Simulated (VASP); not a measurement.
# A VASP study of SnO (Romarchite) (rev-vdW-DF2): structure first, properties next, part 4 of 5

Aim: relax SnO (Romarchite), then compute properties on the relaxed cell. The start is a cell from a database of measured crystal structures.

VASP 6.6.1; rev-vdW-DF2; plane waves and PAW (Sn_d, O).

So far, gap on the k-mesh (eV): step 2 (relaxing cell and atoms (rev-vdW-DF2)) 0.655; step 3 (second relaxation) 0.655; step 6 (density of states (rev-vdW-DF2)) 0.242. The relaxed cell has a = 3.845, c = 4.862 Å (conventional setting).

## (7) Optical spectrum (rev-vdW-DF2)

LOPTICS sums transitions from filled to empty bands. NBANDS is raised for it.

Input file INCAR:

```
SYSTEM = SnO
PREC = Accurate
ENCUT = 520
EDIFF = 1E-06
NELM = 100
ISMEAR = 0
SIGMA = 0.05
LREAL = .FALSE.
ALGO = Normal
GGA = MK
AGGAC = 0
LUSE_VDW = .TRUE.
PARAM1 = 0.1234
PARAM2 = 0.711357
ZAB_VDW = -1.8867
LASPH = .TRUE.
NBANDS = 52
LORBIT = 11
LWAVE = .FALSE.
LCHARG = .FALSE.
KPAR = 4
LOPTICS = .TRUE.
NEDOS = 1500
CSHIFT = 0.1
```

Input file POSCAR:

```
SnO
1.0
    3.8453305450      0.0000000000      0.0000000000
    0.0000000000      3.8453305450      0.0000000000
    0.0000000000      0.0000000000      4.8623809990
Sn O
2 2
Direct
    0.5000000000      0.0000000000      0.2386411685
    0.0000000000      0.5000000000      0.7613588315
    0.0000000000      0.0000000000      0.0000000000
    0.5000000000      0.5000000000      0.0000000000
```

Input file KPOINTS:

```
Automatic mesh
0
Gamma
8 8 6
0 0 0
```

Potentials, in the order of the species: Sn_d and O (PBE family, release 64).

The run is started by

```bash
mpirun -np 4 vasp_std
```

Log:

```text
[... set-up lines as in an earlier step ...]
 entering main loop
       N       E                     dE             d eps       ncg     rms          rms(c)
DAV:   1     0.441722600061E+03    0.44172E+03   -0.15805E+04  7896   0.116E+03
DAV:   2     0.553537114826E+02   -0.38637E+03   -0.34391E+03  6280   0.391E+02
DAV:   3    -0.152471692735E+02   -0.70601E+02   -0.69091E+02  6952   0.113E+02
DAV:   4    -0.182750428920E+02   -0.30279E+01   -0.30225E+01  7396   0.250E+01
DAV:   5    -0.183307770803E+02   -0.55734E-01   -0.55724E-01  8028   0.352E+00    0.117E+01
DAV:   6    -0.146799981202E+02    0.36508E+01   -0.10082E+01  9864   0.248E+01    0.500E+00
DAV:   7    -0.145691297459E+02    0.11087E+00   -0.15796E+00  7520   0.488E+00    0.235E+00
DAV:   8    -0.145400151562E+02    0.29115E-01   -0.19829E-01  6924   0.182E+00    0.591E-01
DAV:   9    -0.145390490086E+02    0.96615E-03   -0.10762E-02  8576   0.599E-01    0.248E-01
DAV:  10    -0.145396454635E+02   -0.59645E-03   -0.25664E-03  7624   0.271E-01    0.668E-02
DAV:  11    -0.145395826274E+02    0.62836E-04   -0.30373E-04  9428   0.107E-01    0.133E-02
DAV:  12    -0.145395888666E+02   -0.62391E-05   -0.50418E-05  7540   0.304E-02    0.764E-03
DAV:  13    -0.145395885761E+02    0.29049E-06   -0.38953E-06  7660   0.988E-03
   1 F= -.14539589E+02 E0= -.14539588E+02  d E =-.943265E-06
 optical routines
 imaginary and real dielectric function
 recalculating local potential from charge density
 direction            1
 direction            2
 direction            3
```

Elapsed: 45 s, on 4 MPI ranks of Intel Xeon 6975P-C (Granite Rapids), shared host; peak memory 2.2 GiB; 2.9 min of CPU time.

Parts of OUTCAR (step 7):

```text
   k-points           NKPTS =     60   k-points in BZ     NKDIM =     60   number of bands    NBANDS=     52

   NELECT =      40.0000    total number of electrons

 E-fermi :   6.7039

 k-point     1 :       0.0000    0.0000    0.0000
  band No.  band energies     occupation
    ...
     16       0.6538      2.00000
     17       3.3663      2.00000
     18       3.6525      2.00000
     19       3.6525      2.00000
     20       6.5818      1.99945
     21       8.7022      0.00000
     22      11.0209      0.00000
     23      11.2607      0.00000
     24      11.2607      0.00000
     25      12.3062      0.00000
    ...

  Total       -0.0001045     -0.0001045     -0.0265820      0.0000000     -0.0000000      0.0000000
  in kB       -0.0023282     -0.0023282     -0.5923547      0.0000000     -0.0000000      0.0000000
  external PRESSURE =      -0.1990037 kB  Pullay stress =       0.0000000 kB

 POSITION                                       TOTAL-FORCE (eV/Angst)
 -----------------------------------------------------------------------------------
      1.92267      0.00000      1.16036         0.000000      0.000000      0.005166
      0.00000      1.92267      3.70202        -0.000000      0.000000     -0.005166
      0.00000      0.00000      0.00000        -0.000000      0.000000      0.000000
      1.92267      1.92267      0.00000        -0.000000     -0.000000      0.000000
 -----------------------------------------------------------------------------------
    total drift:                                0.000000      0.000000      0.000000

  FREE ENERGIE OF THE ION-ELECTRON SYSTEM (eV)
  ---------------------------------------------------
  free  energy   TOTEN  =       -14.5395885761 eV

  energy  without entropy=      -14.5395876328  energy(sigma->0) =      -14.53958810

Total vdW correction in eV:      6.7764148

Total vdW correction in eV:      6.7764148

 plasma frequency squared (from intraband transitions) (eV^2)
  --------------------------------------------------------------------------------------
       0.000       0.000      -0.000
       0.000       0.000       0.000
      -0.000       0.000       0.000

[... 8 parts as in an earlier step ...]

[... 8 further parts left out ...]
```

These are independent-particle spectra without excitons or local fields, and fine structure depends on the mesh and on CSHIFT.

Numbers from this step:

- bands: 52
- Fermi energy: 6.704 eV
- pressure: -0.01990 GPa
- gap on the k-mesh: 0.2422 eV

The imaginary dielectric function has structure finer than the step of the table below, so its rows give means over 1 eV, whole bins alone (the curve runs from 0 to 25.0 eV). Peaks (eV: height): xx 3.1: 16.9, 4.2: 12.0; zz 2.9: 6.64, 4.4: 13.9, 5.5: 6.50, 6.9: 7.52.

Table of imaginary dielectric function by photon energy; means over each step:

| photon energy (eV) | xx | zz |
| --- | --- | --- |
| 1 | 0.150 | 0.0930 |
| 2 | 1.81 | 1.10 |
| 3 | 11.4 | 4.80 |
| 4 | 9.71 | 9.69 |
| 5 | 7.21 | 8.02 |
| 6 | 3.89 | 4.84 |
| 7 | 3.86 | 5.02 |
| 8 | 4.05 | 2.58 |
| 9 | 2.77 | 2.33 |
| 10 | 2.52 | 2.13 |
| 11 | 1.75 | 2.52 |
| 12 | 1.07 | 1.57 |
| 13 | 0.790 | 0.804 |
| 14 | 0.918 | 0.889 |
| 15 | 1.33 | 0.910 |
| 16 | 1.14 | 0.772 |
| 17 | 0.741 | 0.584 |
| 18 | 0.711 | 0.457 |
| 19 | 0.606 | 0.418 |
| 20 | 0.493 | 0.524 |
| 21 | 0.414 | 0.539 |
| 22 | 0.297 | 0.393 |
| 23 | 0.327 | 0.459 |
| 24 | 0.356 | 0.489 |

The real dielectric function by photon energy:

```csv
photon energy (eV),xx,zz
0.0,8.53,7.09
0.5,8.67,7.17
1.0,9.13,7.47
1.5,10.2,8.10
2.0,12.5,9.54
2.5,14.6,10.2
3.0,12.3,7.71
3.5,3.01,9.69
4.0,5.90,7.49
4.5,-1.11,2.75
5.0,-1.05,-1.41
5.5,-1.76,0.741
6.0,-0.168,1.41
6.5,0.386,0.961
7.0,0.670,-2.44
7.5,0.430,-1.21
8.0,-0.494,-0.745
8.5,-0.841,0.0609
9.0,-0.790,-0.355
9.5,-0.267,0.0267
10.0,-0.604,0.545
10.5,-0.676,0.141
11.0,-0.870,0.0564
11.5,-0.629,-1.00
12.0,-0.184,-0.406
12.5,-0.258,-0.706
13.0,0.210,-0.217
13.5,0.344,0.0268
14.0,0.589,0.389
14.5,0.535,0.121
15.0,0.774,0.0778
15.5,-0.0678,0.238
16.0,0.105,0.244
16.5,-0.0124,0.196
17.0,0.197,0.163
17.5,0.272,0.403
18.0,0.290,0.333
18.5,0.188,0.475
19.0,0.274,0.671
19.5,0.236,0.582
20.0,0.344,0.641
20.5,0.345,0.698
21.0,0.298,0.521
21.5,0.354,0.516
22.0,0.436,0.641
22.5,0.511,0.677
23.0,0.620,0.769
23.5,0.554,0.681
24.0,0.573,0.652
24.5,0.575,0.646
```

The mean of ε2 over directions passes 5 % of its top at 1.87 eV, against a least direct gap of 2.06 eV on this mesh; what lies under the gap is the tail of the broadening by CSHIFT. The indirect gap (0.23 eV in the band run) doesn't show, since phonons are left out.

## (8) Vibrations at Γ (rev-vdW-DF2)

Zone-centre modes test whether the atoms sit at a minimum within this cell. IBRION = 6 takes the force constants from differences of forces between displaced cells, so the forces must be tight.

Input file INCAR:

```
SYSTEM = SnO
PREC = Accurate
ENCUT = 520
EDIFF = 1E-08
NELM = 100
ISMEAR = 0
SIGMA = 0.05
LREAL = .FALSE.
ALGO = Normal
GGA = MK
AGGAC = 0
LUSE_VDW = .TRUE.
PARAM1 = 0.1234
PARAM2 = 0.711357
ZAB_VDW = -1.8867
LASPH = .TRUE.
NBANDS = 26
LORBIT = 11
LWAVE = .FALSE.
LCHARG = .FALSE.
KPAR = 4
IBRION = 6
NFREE = 2
POTIM = 0.015
ISIF = 2
NSW = 1
```

POSCAR is that of step 7.

Input file KPOINTS:

```
Automatic mesh
0
Gamma
11 11 9
0 0 0
```

The run is started by

```bash
mpirun -np 4 vasp_std
```

Log:

```text
[... set-up lines as in an earlier step ...]
 entering main loop
       N       E                     dE             d eps       ncg     rms          rms(c)
DAV:   1     0.414827700252E+03    0.41483E+03   -0.20222E+04  5536   0.233E+03
DAV:   2     0.436193963730E+02   -0.37121E+03   -0.36073E+03  5764   0.541E+02
DAV:   3    -0.155218072776E+02   -0.59141E+02   -0.58050E+02  6334   0.188E+02
DAV:   4    -0.182655779161E+02   -0.27438E+01   -0.27313E+01  6384   0.432E+01
DAV:   5    -0.183299555462E+02   -0.64378E-01   -0.64283E-01  6606   0.715E+00    0.117E+01
DAV:   6    -0.145969183632E+02    0.37330E+01   -0.19713E+01  8984   0.496E+01    0.499E+00
DAV:   7    -0.145674405581E+02    0.29478E-01   -0.23291E+00  6472   0.948E+00    0.249E+00
DAV:   8    -0.145512242546E+02    0.16216E-01   -0.38596E-01  7318   0.430E+00    0.847E-01
DAV:   9    -0.145388015419E+02    0.12423E-01   -0.72954E-02  8502   0.267E+00    0.249E-01
DAV:  10    -0.145402132318E+02   -0.14117E-02   -0.10975E-02  8044   0.948E-01    0.179E-01
DAV:  11    -0.145395819028E+02    0.63133E-03   -0.29754E-03  8378   0.514E-01    0.238E-02
DAV:  12    -0.145396245223E+02   -0.42620E-04   -0.39783E-04  5670   0.116E-01    0.325E-02
DAV:  13    -0.145396210255E+02    0.34968E-05   -0.25432E-05  8498   0.528E-02    0.926E-03
DAV:  14    -0.145396209345E+02    0.91034E-07   -0.36853E-06  5964   0.129E-02    0.394E-03
DAV:  15    -0.145396209288E+02    0.56343E-08   -0.21414E-07  7298   0.405E-03    0.257E-03
DAV:  16    -0.145396210281E+02   -0.99292E-07   -0.97929E-08  6312   0.319E-03    0.379E-04
DAV:  17    -0.145396210497E+02   -0.21528E-07   -0.94993E-09  3570   0.139E-03    0.268E-04
DAV:  18    -0.145396210541E+02   -0.44656E-08   -0.24723E-09  2880   0.682E-04
   1 F= -.14539621E+02 E0= -.14539621E+02  d E =-.385541E-08
 Found     4 degrees of freedom:
 Finite differences POTIM= 0.01500 DOF=   4
 bond charge predicted
       N       E                     dE             d eps       ncg     rms          rms(c)
DAV:   1    -0.145362857478E+02    0.33353E-02   -0.10920E+00 18666   0.578E+00    0.180E-01
DAV:   2    -0.145390862702E+02   -0.28005E-02   -0.28321E-02 21418   0.133E+00    0.584E-02
DAV:   3    -0.145391144751E+02   -0.28205E-04   -0.33438E-04 24634   0.263E-01    0.493E-02
DAV:   4    -0.145391198901E+02   -0.54150E-05   -0.25939E-05 21254   0.458E-02    0.263E-02
DAV:   5    -0.145391214362E+02   -0.15461E-05   -0.31815E-06 19598   0.558E-02    0.178E-03
DAV:   6    -0.145391215207E+02   -0.84459E-07   -0.87950E-07 24326   0.149E-02    0.884E-04
DAV:   7    -0.145391215174E+02    0.32223E-08   -0.18772E-07 20820   0.477E-03    0.275E-04
DAV:   8    -0.145391215284E+02   -0.10975E-07   -0.99192E-09  8476   0.300E-03    0.185E-04
DAV:   9    -0.145391215365E+02   -0.80827E-08   -0.50635E-09  8162   0.649E-04
   2 F= -.14539122E+02 E0= -.14539122E+02  d E =-.385042E-08
[...]
3 F= -.14539122E+02 E0= -.14539122E+02  d E =-.385188E-08
[...]
4 F= -.14538275E+02 E0= -.14538275E+02  d E =-.625606E-07
[...]
5 F= -.14538109E+02 E0= -.14538109E+02  d E =-.165844E-09
[...]
6 F= -.14538780E+02 E0= -.14538780E+02  d E =-.384576E-08
[...]
7 F= -.14538780E+02 E0= -.14538780E+02  d E =-.384099E-08
[...]
8 F= -.14538849E+02 E0= -.14538849E+02  d E =-.390190E-08
 Finite differences progress:
  Degree of freedom:   4/  4
  Displacement:        1/  2
  Total:               7/  8
 bond charge predicted
       N       E                     dE             d eps       ncg     rms          rms(c)
DAV:   1    -0.145342189844E+02    0.46304E-02   -0.38789E+00 10822   0.104E+01    0.241E-01
DAV:   2    -0.145392746069E+02   -0.50556E-02   -0.60149E-02 10498   0.203E+00    0.115E-01
DAV:   3    -0.145389148575E+02    0.35975E-03   -0.12121E-03 13482   0.511E-01    0.589E-02
DAV:   4    -0.145388359901E+02    0.78867E-04   -0.51284E-04 11610   0.219E-01    0.150E-02
DAV:   5    -0.145388487685E+02   -0.12778E-04   -0.11744E-04  9922   0.108E-01    0.120E-02
DAV:   6    -0.145388497156E+02   -0.94708E-06   -0.52907E-06 12396   0.197E-02    0.420E-03
DAV:   7    -0.145388493691E+02    0.34650E-06   -0.16393E-06 12992   0.196E-02    0.851E-04
DAV:   8    -0.145388494156E+02   -0.46464E-07   -0.37746E-07 10604   0.483E-03    0.535E-04
DAV:   9    -0.145388494114E+02    0.41900E-08   -0.28530E-08  7140   0.192E-03
   9 F= -.14538849E+02 E0= -.14538849E+02  d E =-.390324E-08
 Finite differences progress:
  Degree of freedom:   4/  4
  Displacement:        2/  2
  Total:               8/  8
```

The job ended after 7.7 min (4 MPI ranks; peak memory 3.6 GiB).

OUTCAR, selected parts (step 8):

```text
   k-points           NKPTS =    105   k-points in BZ     NKDIM =    105   number of bands    NBANDS=     26

   NELECT =      40.0000    total number of electrons

 E-fermi :   6.7561

 k-point     1 :       0.0000    0.0000    0.0000
  band No.  band energies     occupation
    ...
     16       0.6631      2.00000
     17       3.3664      2.00000
     18       3.6347      2.00000
     19       3.6703      2.00000
     20       6.5817      2.00000
     21       8.7024      0.00000
     22      11.0210      0.00000
     23      11.2500      0.00000
     24      11.2697      0.00000
     25      12.2797      0.00000
    ...

Total vdW correction in eV:      6.7763959

  Total       -0.1033934      0.0895648     -0.0356272      0.0000000      0.0000000      0.0000000
  in kB       -2.3040236      1.9958680     -0.7939185      0.0000000      0.0000000      0.0000000
  external PRESSURE =      -0.3673580 kB  Pullay stress =       0.0000000 kB

 POSITION                                       TOTAL-FORCE (eV/Angst)
 -----------------------------------------------------------------------------------
      1.92267      0.00000      1.16036         0.000000      0.000000     -0.046333
      0.00000      1.92267      3.70202         0.000000      0.000000     -0.058386
      0.00000      0.00000     -0.01500         0.000000      0.000000      0.103041
      1.92267      1.92267      0.00000         0.000000      0.000000      0.001678
 -----------------------------------------------------------------------------------
    total drift:                                0.000000      0.000000      0.000098

  FREE ENERGIE OF THE ION-ELECTRON SYSTEM (eV)
  ---------------------------------------------------
  free  energy   TOTEN  =       -14.5388494114 eV

  energy  without entropy=      -14.5388494075  energy(sigma->0) =      -14.53884941

Total vdW correction in eV:      6.7763986

 Eigenvectors and eigenvalues of the dynamical matrix
 ----------------------------------------------------

   1 f  =   13.309122 THz    83.623677 2PiTHz  443.944511 cm-1    55.042079 meV
             X         Y         Z           dx          dy          dz
      1.922665  0.000000  1.160364     0.034404    0.002290    0.000000
      0.000000  1.922665  3.702017    -0.034404   -0.002290   -0.000000
      0.000000  0.000000  0.000000    -0.704706    0.046907   -0.000000
      1.922665  1.922665  0.000000     0.704706   -0.046907    0.000000

   2 f  =   13.309122 THz    83.623677 2PiTHz  443.944511 cm-1    55.042079 meV
             X         Y         Z           dx          dy          dz
      1.922665  0.000000  1.160364    -0.002290    0.034404    0.000000
      0.000000  1.922665  3.702017     0.002290   -0.034404    0.000000
      0.000000  0.000000  0.000000     0.046907    0.704706    0.000000
      1.922665  1.922665  0.000000    -0.046907   -0.704706    0.000000

   3 f  =   10.998499 THz    69.105605 2PiTHz  366.870427 cm-1    45.486115 meV
             X         Y         Z           dx          dy          dz
      1.922665  0.000000  1.160364     0.000000    0.000000    0.243782
      0.000000  1.922665  3.702017     0.000000    0.000000    0.243782
      0.000000  0.000000  0.000000     0.000000    0.000000   -0.663755
      1.922665  1.922665  0.000000     0.000000   -0.000000   -0.663755

   4 f  =   10.157137 THz    63.819174 2PiTHz  338.805623 cm-1    42.006525 meV
             X         Y         Z           dx          dy          dz
      1.922665  0.000000  1.160364     0.000000    0.000000   -0.000000
      0.000000  1.922665  3.702017     0.000000    0.000000   -0.000000
      0.000000  0.000000  0.000000     0.000000    0.000000   -0.707107
      1.922665  1.922665  0.000000     0.000000   -0.000000    0.707107

   5 f  =    7.617833 THz    47.864257 2PiTHz  254.103560 cm-1    31.504812 meV
             X         Y         Z           dx          dy          dz
      1.922665  0.000000  1.160364     0.188575   -0.153894    0.000000
      0.000000  1.922665  3.702017     0.188575   -0.153894   -0.000000
      0.000000  0.000000  0.000000    -0.514354    0.419757    0.000000
      1.922665  1.922665  0.000000    -0.514354    0.419757    0.000000

   6 f  =    7.617833 THz    47.864257 2PiTHz  254.103560 cm-1    31.504812 meV
             X         Y         Z           dx          dy          dz
      1.922665  0.000000  1.160364    -0.153894   -0.188575   -0.000000
      0.000000  1.922665  3.702017    -0.153894   -0.188575   -0.000000
      0.000000  0.000000  0.000000     0.419757    0.514354   -0.000000
      1.922665  1.922665  0.000000     0.419757    0.514354    0.000000

   7 f  =    6.158672 THz    38.696075 2PiTHz  205.431172 cm-1    25.470208 meV
             X         Y         Z           dx          dy          dz
      1.922665  0.000000  1.160364     0.000000    0.000000    0.707107
      0.000000  1.922665  3.702017    -0.000000    0.000000   -0.707107
      0.000000  0.000000  0.000000     0.000000   -0.000000    0.000000
      1.922665  1.922665  0.000000     0.000000   -0.000000    0.000000

   8 f  =    3.321704 THz    20.870884 2PiTHz  110.800132 cm-1    13.737459 meV
             X         Y         Z           dx          dy          dz
      1.922665  0.000000  1.160364    -0.639716    0.299290    0.000000
      0.000000  1.922665  3.702017     0.639716   -0.299290   -0.000000
      0.000000  0.000000  0.000000    -0.031231   -0.014612    0.000000
      1.922665  1.922665  0.000000     0.031231    0.014612    0.000000

   9 f  =    3.321704 THz    20.870884 2PiTHz  110.800132 cm-1    13.737459 meV
             X         Y         Z           dx          dy          dz
      1.922665  0.000000  1.160364    -0.299290   -0.639716    0.000000
      0.000000  1.922665  3.702017     0.299290    0.639716    0.000000
      0.000000  0.000000  0.000000    -0.014612    0.031231    0.000000
      1.922665  1.922665  0.000000     0.014612   -0.031231    0.000000

  10 f/i=    0.001460 THz     0.009174 2PiTHz    0.048705 cm-1     0.006039 meV
             X         Y         Z           dx          dy          dz
      1.922665  0.000000  1.160364     0.000000    0.000000   -0.663755
      0.000000  1.922665  3.702017     0.000000    0.000000   -0.663755
      0.000000  0.000000  0.000000     0.000000    0.000000   -0.243782
      1.922665  1.922665  0.000000     0.000000   -0.000000   -0.243782

  11 f/i=    0.003370 THz     0.021172 2PiTHz    0.112400 cm-1     0.013936 meV
             X         Y         Z           dx          dy          dz
      1.922665  0.000000  1.160364    -0.633125   -0.199771    0.000000
      0.000000  1.922665  3.702017    -0.633125   -0.199771   -0.000000
      0.000000  0.000000  0.000000    -0.232120   -0.073241    0.000000
      1.922665  1.922665  0.000000    -0.232120   -0.073241    0.000000

  12 f/i=    0.003370 THz     0.021172 2PiTHz    0.112400 cm-1     0.013936 meV
             X         Y         Z           dx          dy          dz
      1.922665  0.000000  1.160364     0.199771   -0.633125    0.000000
      0.000000  1.922665  3.702017     0.199771   -0.633125    0.000000
      0.000000  0.000000  0.000000     0.073241   -0.232120    0.000000
      1.922665  1.922665  0.000000     0.073241   -0.232120    0.000000

 ELASTIC MODULI CONTR FROM IONIC RELAXATION (kBar)
 Direction    XX          YY          ZZ          XY          YZ          ZX
 --------------------------------------------------------------------------------
 XX        -538.1730      6.2260   -451.0089      0.0000      0.0000      0.0000
 YY           6.2260   -538.1730   -451.0089      0.0000      0.0000     -0.0000
 ZZ        -451.0089   -451.0089   -764.7717      0.0000      0.0000      0.0000
 XY           0.0000      0.0000      0.0000      0.0000      0.0000      0.0000
 YZ           0.0000      0.0000      0.0000      0.0000   -232.3575      0.0000
 ZX           0.0000     -0.0000      0.0000      0.0000      0.0000   -232.3557
 --------------------------------------------------------------------------------

[... 7 parts as in an earlier step ...]

[... 9 further parts left out ...]
```

CONTCAR:

```
SnO
   1.00000000000000
     3.8453305449999999    0.0000000000000000    0.0000000000000000
     0.0000000000000000    3.8453305449999999    0.0000000000000000
     0.0000000000000000    0.0000000000000000    4.8623809990000000
  Sn              O
     2     2
Direct
     0.5000000000000000    0.0000000000000000    0.2386411685000027
     0.0000000000000000    0.5000000000000000    0.7613588314999973
     0.0000000000000000    0.0000000000000000   -0.0030849084025059
     0.5000000000000000    0.5000000000000000    0.0000000000000000
```

The last energy, forces, stress and levels in OUTCAR belong to the last displaced cell, not to the cell of POSCAR.

This step gave:

- bands: 26
- irreducible k-points: 105
- pressure of the cell: -0.03923 GPa
- largest force of the cell: 0.005000 eV/Å

[end of part 4 of 5]

[Lines on the potential files, build, host, timing and source positions are cut from VASP's logs without a mark.]

[Logs are printed without paths, hosts, clocks, repeated set-up lines and the standing remarks that a program may print on its own settings, such as how far it seeks lower states.]

[Hosts, paths, dates, database ids (printed as entryN), source tags and the programs' standing remarks are cut or masked in the printed files.]

[A measured line is paired with the nearest computed mode of its activity, which favours agreement.]
